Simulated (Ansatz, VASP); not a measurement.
# WS2: VASP beside Ansatz

One calculation is typed for both programs; each brings its own data sets. How far apart do they land? The structure shown is the start of the Ansatz relaxation below; VASP solves that cell, so the two are compared at the walk's first step.

Calculated with Ansatz 0.2.0; plane waves, with VASP 6.6.1 beside it; single point at PBEsol with D3(BJ).

## (1) Set-up

The cell holds 3 atoms: 2 S and 1 W. Its edges and angles: a = 3.158 Å, b = 3.158 Å, c = 18.130 Å, α = 90.0°, β = 90.0°, γ = 120.0°. It derives from WS2 (Tungstenite). As first built, before any earlier steps moved the atoms (in the runner's words): kind sheets cut from a layered crystal; sheets 1. Vacuum lies along c.

## (2) Ansatz: relaxation, PBEsol with D3(BJ)

Ansatz runs on its default PAW (the set named soft_2) files.

The two programs are compared at the cell with which this relaxation starts, whose forces are those of its first step.

The input, input.yaml:

```yaml
crystal:
  lattice:
    - [3.158, 0.0, 0.0]
    - [-1.579, 2.734908225, 0.0]
    - [0.0, 0.0, 18.130357]
  atoms:
    - { symbol: S, position: [0.0, 0.0, 0.586329161] }
    - { symbol: W, position: [0.666666667, 0.333333333, 0.498963166] }
    - { symbol: S, position: [0.0, 0.0, 0.413670839] }
kpoints:
  mp_grid: { grid: [12, 12, 1] }
scf:
  occupations: { method: fermi_dirac, width: 0.02 }
  n_extra_bands: 8
hamiltonian:
  xc: pbesol
  pseudopotentials: { kind: paw }
  dispersion: d3bj
output:
  forces: true
  write_potential: true
  volumetric_format: []
relax:
  f_tol: 0.03
  max_steps: 45
  cell: { fix: [c, alpha, beta] }
```

Started as:

```sh
$ ansatz run input.yaml --threads 8 --pin off --max-ram 14336MiB --backend cpu --events-out ev --progress --plain --runs-dir out
```

Numbers of over 12 decimals in the logs are rounded to 6 here.

The log of the run:

```text
scf.n_extra_bands = 8 over 13 filled bands (N_el = 26.0): the run solves 21 bands
Engine: ansatz 0.2.0, x86_64-unknown-linux-gnu
Pseudopotentials: kind: paw
Pseudopotential: S, paw, valence charge 6, recommended cutoff 420 eV (normal), S.paw.azcp
Pseudopotential: W, paw, valence charge 14, recommended cutoff 420 eV (normal), W.paw.azcp
Functional definition: PBEsol
  exchange = pbesol_x
  correlation = pbesol_c
Crystal: 3 atoms, lattice volume = 156.589 Å³
Basis set: ecut = 420 eV, 3025 PW (Γ), exchange–correlation on 48×48×250 points (8 copies of the dense FFT grid, shifted against one another)
Bands: 21, of which v1, the nominal top of the filled ones, is band 13 counted from 1 (12 counted from 0)
Symmetry: 6 space group operations
Space group: P3m1 (ITA 156), of the structure as read, at distance tolerance 5.4e-5 Å
k-points: 19 of 144 (time reversal used)
Non-local potential: S, projectors of the file, l = 0: 2, l = 1: 2, l = 2: 2
Non-local potential: W, projectors of the file, l = 0: 3, l = 1: 2, l = 2: 2, l = 3: 1
PAW form: soft (Blöchl's): semilocal exchange-correlation on the pseudo side does not see the compensation charge
PAW frozen core: S, regenerated for the run's functional, and the local potential with it (the file was generated under x = pbe(κ = 0.804, μ = 0.219515), c = pbe(β = 0.066725))
PAW frozen core: W, regenerated for the run's functional, and the local potential with it (the file was generated under x = pbe(κ = 0.804, μ = 0.219515), c = pbe(β = 0.066725))
PAW one-centre angular grid: S, 110 points (default); XC on 64 Gauss nodes
PAW one-centre angular grid: W, 590 points (default); XC on 64 Gauss nodes
Initial density: superposition of atomic densities (neutral atoms: chi_scale 0, normalization atom), corrected by the library's trained network
Initial wavefunctions: pseudopotential atomic-orbital guess
Functional: x = pbesol(κ = 0.804, μ = 0.123457), c = pbesol(β = 0.046)
SCF iter   1: F=—  HF=-12029.800042 eV  |F-HF|=—  |Δ(HF+E_count)|=         —  Δρ=5.49e-3  dr2=1.10e-1  ethr=1.77e-3  ⟨swp⟩=9.3  Hψ=2774  notcnv=0
preconditioner: auto → none  [insulator: Δε(μ)=1.861 eV  Ē_g=10.824 eV  σ=0.020 eV  W_gap=1.00  n_scr=10 (ndim 8)  ℏωp=12.6 eV  f_vac=0.632  D(μ)=0.00/eV (n_scr^D=0)  ε∞_Penn≈2.4]
SCF iter   2: F=—  HF=-12029.846221 eV  |F-HF|=—  |Δ(HF+E_count)|=   4.62e-2  Δρ=7.91e-3  dr2=3.72e-1  ethr=4.22e-4  ⟨swp⟩=3.5  Hψ=873  notcnv=0  defer=68  recentre
SCF iter   3: F=—  HF=-12029.786651 eV  |F-HF|=—  |Δ(HF+E_count)|=   5.96e-2  Δρ=1.97e-3  dr2=5.35e-3  ethr=4.22e-4  ⟨swp⟩=3.0  Hψ=603  notcnv=0  defer=68
SCF iter   4: F=—  HF=-12029.791093 eV  |F-HF|=—  |Δ(HF+E_count)|=   4.44e-3  Δρ=1.17e-3  dr2=1.44e-2  ethr=2.06e-5  ⟨swp⟩=2.9  Hψ=777  notcnv=0  defer=67
SCF iter   5: F=—  HF=-12029.789979 eV  |F-HF|=—  |Δ(HF+E_count)|=   1.11e-3  Δρ=3.63e-4  dr2=3.52e-4  ethr=2.06e-5  ⟨swp⟩=2.7  Hψ=515  notcnv=0  defer=67
SCF iter   6: F=—  HF=-12029.790037 eV  |F-HF|=—  |Δ(HF+E_count)|=   5.84e-5  Δρ=1.54e-4  dr2=1.80e-5  ethr=1.35e-6  ⟨swp⟩=2.2  Hψ=456  notcnv=0  defer=67
SCF iter   7: F=—  HF=-12029.789938 eV  |F-HF|=—  |Δ(HF+E_count)|=   9.93e-5  Δρ=3.18e-5  dr2=2.48e-6  ethr=6.92e-8  ⟨swp⟩=2.5  Hψ=617  notcnv=0  defer=67
SCF iter   8: F=—  HF=-12029.789937 eV  |F-HF|=—  |Δ(HF+E_count)|=   6.82e-7  Δρ=1.36e-5  dr2=3.96e-7  ethr=9.55e-9  ⟨swp⟩=2.6  Hψ=583  notcnv=0  defer=67
SCF iter   9: F=-12029.789937 eV  HF=-12029.789937 eV  |F-HF|=1.53e-9  |Δ(HF+E_count)|=   7.85e-8  Δρ=2.10e-6  dr2=9.16e-9  ethr=3.85e-10  ⟨swp⟩=12.4  Hψ=2823  notcnv=0
SCF 1 converged in 9 iterations: F = -12029.789937 eV  dr2 = 9.16e-9
  greatest PAW one-centre occupation: 1.000 electrons in one spin orbital (limit 2), on the W atom at site 1 (counted from 0), in its partial waves of l = 0
relax step   1: F+E_penalty+E_count = -12029.78993700 eV  Δ(F+E_penalty+E_count) = +0.000e0 eV  max|allowed force component| = 6.211e-1 eV/Å  Δτ_max = 0.0000 Å  P = -0.931 GPa  Ω = 156.589 Å³  fix = [c, alpha, beta]  reactions: c -0.349 GPa  (9 SCF iters, dr2 threshold 1.00e-7 eV, accepted)
[...]
relax step   2: F+E_penalty+E_count = -12029.80019934 eV  Δ(F+E_penalty+E_count) = -1.026e-2 eV  max|allowed force component| = 2.240e-1 eV/Å  Δτ_max = 0.0313 Å  P = +0.361 GPa  Ω = 150.644 Å³  energy of the carried Pulay correction = +3.276e-4 eV  fix = [c, alpha, beta]  reactions: c -0.428 GPa  (8 SCF iters, dr2 threshold 3.00e-7 eV, accepted)
[...]
relax step   3: F+E_penalty+E_count = -12029.80849914 eV  Δ(F+E_penalty+E_count) = -8.300e-3 eV  max|allowed force component| = 2.013e-2 eV/Å  Δτ_max = 0.0179 Å  P = -0.028 GPa  Ω = 153.250 Å³  energy of the carried Pulay correction = +1.824e-4 eV  fix = [c, alpha, beta]  reactions: c -0.029 GPa  (7 SCF iters, dr2 threshold 3.00e-7 eV, accepted)
[...]
relax step   4: F+E_penalty+E_count = -12029.80832009 eV  Δ(F+E_penalty+E_count) = +1.790e-4 eV  max|allowed force component| = 2.007e-2 eV/Å  Δτ_max = 0.0000 Å  P = -0.028 GPa  Ω = 153.250 Å³  fix = [c, alpha, beta]  reactions: c -0.029 GPa  stress off target by 2.79e-2 GPa on what of the cell is left free  SCF on the basis re-selected at this cell (its energy is not comparable with the rows above)  (8 SCF iters)
basis re-selected at this cell: Δ(F+E_penalty+E_count) = +1.790e-4 eV, ΔP = -0.000 GPa vs the last step (what re-selecting the basis moved, of the pressure what is left beyond the Pulay correction that the steps carried, after the strain that the cell walked since its last selection, with what the two solves' SCF thresholds leave and, on support functions, any second-order correction that the steps lacked; it is no m [...]
SCF converged after 8 iterations
Free energy (F): -12029.808320 eV
Harris-Foulkes:  -12029.808320 eV  (|F-HF|=1.09e-11)
Internal energy: -12029.808320 eV  (E = F + TS)
E sigma→0 (E₀):  -12029.808320 eV
Fermi energy:    1.067397 eV
--- Per-component energies (eV) ---
  E_band       = -472.205559
  E_kinetic    = 667.915301
  E_local      = -14120.639685  (includes V_loc(G=0)·N_el)
  E_nonlocal   = 60.341057
  E_hartree    = 6736.504949
  E_xc         = -459.016432
  E_vxc        = -415.354846  (∫ρ·V_xc dr)
  E_paw        = -9604.588296  (= ΣΔE_a)
  E_vpaw       = -137.477390  (= ΣTr[D̂ρ^β])
  E_aug_tail   = -0.000065  (compensation charges beyond the density's cutoff)
  E_ewald      = 4690.087684
  E_disp       = -0.758523  (pairwise vdW)
  E_core_change = 0.345691  (= ΣΔE_core)
  E_smearing   = -0.000000  (= −TS)
  E_closure    = 0.000000  (closes the sum)
  Σ components = -12029.808320   (vs F -12029.808320, Δ=0.00e0)
--- Forces (eV/Å), atoms counted from 1 ---
  atom   1  S     -0.00000000    -0.00000000    -0.01523367
  atom   2  W     -0.00000000     0.00000000     0.02006971
  atom   3  S      0.00000000     0.00000000    -0.00483609
  max |Σ_I F_I| component: 5.31e-8 eV/Å
--- Stress (GPa, compression-positive) ---
       -0.027869       0.000000      -0.000000
        0.000000      -0.027869      -0.000000
       -0.000000      -0.000000      -0.028762
  P = ⅓ Tr σ = -0.0282 GPa (-0.282 kbar)
--- Band table (eV; the first three rows and the last of 19) ---
  k-point 0: bands = [... 9 lower, -2.1795, -1.4359, -1.4359, -0.1288, 3.1279, 3.1279, 3.2870, 3.2870, ... 4 higher]
  k-point 1: bands = [... 9 lower, -2.5453, -1.6308, -1.2880, -0.1693, 2.9557, 3.0137, 3.1736, 3.3551, ... 4 higher]
  k-point 2: bands = [... 9 lower, -2.2774, -2.0819, -1.3210, -0.3951, 2.4606, 2.9320, 3.0142, 3.8686, ... 4 higher]
  k-point 18: bands = [... 9 lower, -3.8262, -3.2751, -2.3719, 0.0838, 2.1178, 3.3375, 4.2837, 5.9626, ... 4 higher]
--- Relaxed structure (3 steps of the walk, 3 accepted, 1 SCFs on fresh bases) ---
  F+E_penalty+E_count = -12029.80832009 eV   max|allowed force component| = 2.007e-2 eV/Å   (the final SCF, on the basis selected at the relaxed cell)
  cell:  # Å, volume = 153.2504 Å³
    - [3.124153, 0.0, 0]
    - [-1.562077, 2.705596, 0]
    - [0, 0, 18.130357]
  atoms:
    - { symbol: S, position: [-1.2306051203646441e-17, -2.4671622759395387e-17, 0.586399] }
    - { symbol: W, position: [0.666667, 0.333333, 0.499633] }
    - { symbol: S, position: [-1.2650118570440889e-17, -2.4671622759395387e-17, 0.412931] }
```

The column dr2 measures how far the density is from self-consistency, as an energy; F and HF (Harris–Foulkes) agree once it is small.

## (3) VASP: single point, PBEsol with D3(BJ), start cell

The same cell, functional, mesh and smearing now go to VASP, with its own data sets.

Lines of VASP's logs that name or quote its potential files are left out, and so is its time.

The input, INCAR:

```
SYSTEM = WS2
PREC = Accurate
ENCUT = 520
EDIFF = 1E-06
NELM = 120
ISMEAR = -1
SIGMA = 0.02
LREAL = .FALSE.
ALGO = Normal
GGA = PS
IVDW = 12
NBANDS = 15
LASPH = .TRUE.
LORBIT = 11
LWAVE = .FALSE.
LCHARG = .FALSE.
ISIF = 2
GGA_COMPAT = .FALSE.
EFERMI = MIDGAP
```

The input, POSCAR:

```
WS2
1.0
    3.1580000000      0.0000000000      0.0000000000
   -1.5790000000      2.7349080000      0.0000000000
    0.0000000000      0.0000000000     18.1303570000
S W
2 1
Direct
    0.0000000000      0.0000000000      0.5863291605
    0.0000000000      0.0000000000      0.4136708395
    0.6666666667      0.3333333333      0.4989631478
```

The input, KPOINTS:

```
Automatic mesh
0
Gamma
12 12 1
0 0 0
```

Potentials, in the order of the species: S and W (PBE family, release 64).

Started as:

```sh
$ mpirun -np 1 vasp_std
```

The log of the run:

```text
[banner, memory and clock lines left out]
running    1 mpi-ranks, on    1 nodes
 distrk:  each k-point on    1 cores,    1 groups
 distr:  one band on    1 cores,    1 groups

 POSCAR found type information on POSCAR S W
 POSCAR found :  2 types and       3 ions
|                                                                             |
|               ----> ADVICE to this user running VASP <----                  |
|                                                                             |
|     You enforced a specific xc type in the INCAR file but a different       |
|     [... a line on the potential file left out ...]
|     I HOPE YOU KNOW WHAT YOU ARE DOING!                                     |
|                                                                             |

 LDA part: xc-table for (Slater+PW92), standard interpolation
 POSCAR, INCAR and KPOINTS ok, starting setup
 FFT: planning ... GRIDC
 FFT: planning ... GRID_SOFT
 FFT: planning ... GRID
 WAVECAR not read
 entering main loop
       N       E                     dE             d eps       ncg     rms          rms(c)
DAV:   1     0.123545231083E+03    0.12355E+03   -0.64543E+03   570   0.910E+02
DAV:   2    -0.137179824155E+02   -0.13726E+03   -0.12856E+03   933   0.190E+02
DAV:   3    -0.264173890332E+02   -0.12699E+02   -0.12577E+02   787   0.663E+01
DAV:   4    -0.266581657335E+02   -0.24078E+00   -0.24037E+00   761   0.107E+01
DAV:   5    -0.266645987393E+02   -0.64330E-02   -0.64319E-02   818   0.167E+00    0.289E+01
DAV:   6    -0.255236896010E+02    0.11409E+01   -0.29977E+00   862   0.124E+01    0.126E+01
DAV:   7    -0.253733525194E+02    0.15034E+00   -0.10167E+00   717   0.802E+00    0.598E+00
DAV:   8    -0.253034156243E+02    0.69937E-01   -0.14864E-01   766   0.336E+00    0.942E-01
DAV:   9    -0.253017969284E+02    0.16187E-02   -0.27162E-02   808   0.114E+00    0.449E-01
DAV:  10    -0.253001718822E+02    0.16250E-02   -0.68728E-03   787   0.588E-01    0.187E-01
DAV:  11    -0.253001688803E+02    0.30020E-05   -0.56257E-04   780   0.195E-01    0.702E-02
DAV:  12    -0.253000662238E+02    0.10266E-03   -0.13248E-04   780   0.818E-02    0.629E-02
DAV:  13    -0.253000134696E+02    0.52754E-04   -0.16828E-04   759   0.617E-02    0.303E-02
DAV:  14    -0.253001158429E+02   -0.10237E-03   -0.21119E-05   717   0.256E-02    0.165E-02
DAV:  15    -0.253002076308E+02   -0.91788E-04   -0.20875E-05   703   0.218E-02    0.119E-02
DAV:  16    -0.253002309741E+02   -0.23343E-04   -0.32634E-06   702   0.873E-03    0.443E-03
DAV:  17    -0.253002414917E+02   -0.10518E-04   -0.69160E-06   694   0.935E-03    0.167E-03
DAV:  18    -0.253002530141E+02   -0.11522E-04   -0.33343E-07   681   0.292E-03    0.290E-03
DAV:  19    -0.253002793279E+02   -0.26314E-04   -0.19043E-06   639   0.403E-03    0.488E-04
DAV:  20    -0.253002851126E+02   -0.57847E-05   -0.19198E-07   621   0.149E-03    0.581E-04
DAV:  21    -0.253002902898E+02   -0.51773E-05   -0.36067E-07   534   0.148E-03    0.173E-04
DAV:  22    -0.253002909733E+02   -0.68343E-06   -0.46348E-08   593   0.688E-04
   1 F= -.26042989E+02 E0= -.26042989E+02  d E =-.900547E-22
```

OUTCAR, selected parts (step 3):

```text
ion  position               nearest neighbor table
   1  0.000  0.000  0.586-   3 2.42   3 2.42   3 2.42
   2  0.000  0.000  0.414-   3 2.39   3 2.39   3 2.39
   3  0.667  0.333  0.499-   2 2.39   2 2.39   2 2.39   1 2.42   1 2.42   1 2.42

  LATTYP: Found a hexagonal cell.
 ALAT       =     3.1580000000
 C/A-ratio  =     5.7410883471

 Subroutine GETGRP returns: Found  6 space group operations
 (whereof  6 operations were pure point group operations)

The static configuration has the point symmetry C_3v.

 Found     19 irreducible k-points:

   k-points           NKPTS =     19   k-points in BZ     NKDIM =     19   number of bands    NBANDS=     15

   dimension x,y,z NGX =    24 NGY =   24 NGZ =  140
   dimension x,y,z NGXF=    48 NGYF=   48 NGZF=  280

   ENCUT  =  520.0 eV  38.22 Ry    6.18 a.u.   5.87  5.87 33.71*2*pi/ulx,y,z

   NELECT =      18.0000    total number of electrons

 k-points in reciprocal lattice and weights: Automatic mesh
   0.00000000  0.00000000  0.00000000       0.007
   0.08333333  0.00000000  0.00000000       0.042
   0.16666667  0.00000000  0.00000000       0.042
   0.25000000  0.00000000  0.00000000       0.042
   0.33333333 -0.00000000  0.00000000       0.042
   0.41666667 -0.00000000  0.00000000       0.042
   0.50000000  0.00000000  0.00000000       0.021
   0.08333333  0.08333333  0.00000000       0.042
   0.16666667  0.08333333  0.00000000       0.083
[...]
0.33333333  0.25000000  0.00000000       0.083
   0.33333333  0.33333333  0.00000000       0.014

 average (electrostatic) potential at core
       1 -93.2662       2 -93.2814       3 -47.1579

 E-fermi :  -0.9183

 k-point     1 :       0.0000    0.0000    0.0000
  band No.  band energies     occupation
    ...
      5      -4.7269      2.00000
      6      -4.0015      2.00000
      7      -3.4357      2.00000
      8      -3.4357      2.00000
      9      -1.9554      2.00000
     10       1.0870      0.00000
     11       1.0870      0.00000
     12       1.3088      0.00000
     13       1.3088      0.00000
     14       3.2396      0.00000
    ...

 k-point     2 :       0.0833    0.0000    0.0000
  band No.  band energies     occupation
    ...
      5      -4.6109      2.00000
      6      -4.3961      2.00000
      7      -3.6207      2.00000
      8      -3.2456      2.00000
      9      -2.0083      2.00000
     10       0.9189      0.00000
     11       1.0627      0.00000
     12       1.1498      0.00000
     13       1.3558      0.00000
     14       3.5152      0.00000
    ...

 k-point     3 :       0.1667    0.0000    0.0000
  band No.  band energies     occupation
    ...
      5      -5.0554      2.00000
      6      -4.3064      2.00000
      7      -4.0343      2.00000
      8      -3.2447      2.00000
      9      -2.2628      2.00000
     10       0.5288      0.00000
     11       0.9336      0.00000
     12       1.0157      0.00000
     13       1.8349      0.00000
     14       3.9861      0.00000
    ...

 Edisp (eV)   -0.74270

  Total      -1.35146    -1.35146    -0.43664     0.00000     0.00000     0.00000
  in kB     -13.82779   -13.82779    -4.46755     0.00000     0.00000     0.00000
  external pressure =      -10.71 kB  Pullay stress =        0.00 kB

  energy-cutoff  :      520.00
  volume of cell :      156.59
      direct lattice vectors                 reciprocal lattice vectors
     3.158000000  0.000000000  0.000000000     0.316656111  0.182821506  0.000000000
    -1.579000000  2.734908000  0.000000000     0.000000000  0.365643012  0.000000000
     0.000000000  0.000000000 18.130357000     0.000000000  0.000000000  0.055156112

 POSITION                                       TOTAL-FORCE (eV/Angst)
 -----------------------------------------------------------------------------------
      0.00000      0.00000     10.63036        -0.000000     -0.000000     -0.437979
      0.00000      0.00000      7.50000         0.000000      0.000000     -0.189280
      1.57900      0.91164      9.04638         0.000000      0.000000      0.627259
 -----------------------------------------------------------------------------------
    total drift:                               -0.000000      0.000001      0.000057

  FREE ENERGIE OF THE ION-ELECTRON SYSTEM (eV)
  ---------------------------------------------------
  free  energy   TOTEN  =       -26.0429891953 eV

  energy  without entropy=      -26.0429891953  energy(sigma->0) =      -26.04298920

 total charge
# of ion       s       p       d       tot
------------------------------------------
    1        1.353   2.338   0.000   3.691
    2        1.352   2.355   0.000   3.707
    3        0.566   0.722   4.299   5.587
--------------------------------------------------
tot          3.270   5.415   4.299  12.985

[... 3 further parts left out ...]
```

## (4) Differences

Known differences besides the potentials themselves: the data sets hold 26 valence electrons in Ansatz (on its default PAW (the set named soft_2) files) and 18 in VASP; the cutoff is 420 eV in Ansatz and 520 eV in VASP; Ansatz makes its cores anew for this functional, VASP keeps those of its PBE data sets. Total energies have different zeros and are not compared.

Forces (eV/Å; atoms numbered as in POSCAR):

| atom | Ansatz x, y, z | VASP x, y, z |
| --- | --- | --- |
| S1 | 0.000, 0.000, -0.412 | 0.000, 0.000, -0.438 |
| S2 | 0.000, 0.000, -0.209 | 0.000, 0.000, -0.189 |
| W3 | 0.000, 0.000, 0.621 | 0.000, 0.000, 0.627 |

The forces differ by 11 meV/Å r.m.s., which is 4.2 % of the r.m.s. force of 0.263 eV/Å (both taken over all components). With vacuum in the cell, a pressure given here is an average over mostly empty space and none of the material.

## (5) Summary of results

| Item | Value |
| --- | --- |
| r.m.s. force difference (single point, PBEsol with D3(BJ), start cell) | 4.2 % of the r.m.s. force |

What this shows: The r.m.s. force difference is 4.2 % of the r.m.s. force (single point, PBEsol with D3(BJ), start cell), beyond the 3 % picked in this series as the mark of a large difference. The data sets hold unlike numbers of valence electrons (26 in Ansatz and 18 in VASP), so part of the differences comes from the potentials. How closely two codes agree says nothing of how well the functional describes the real material.

[Lines on the potential files, build, host, timing and source positions are cut from VASP's logs without a mark.]

[Logs are printed without paths, hosts, clocks, repeated set-up lines and the standing remarks that a program may print on its own settings, such as how far it seeks lower states.]

[Hosts, paths, dates, database ids (printed as entryN), source tags and the programs' standing remarks are cut or masked in the printed files.]
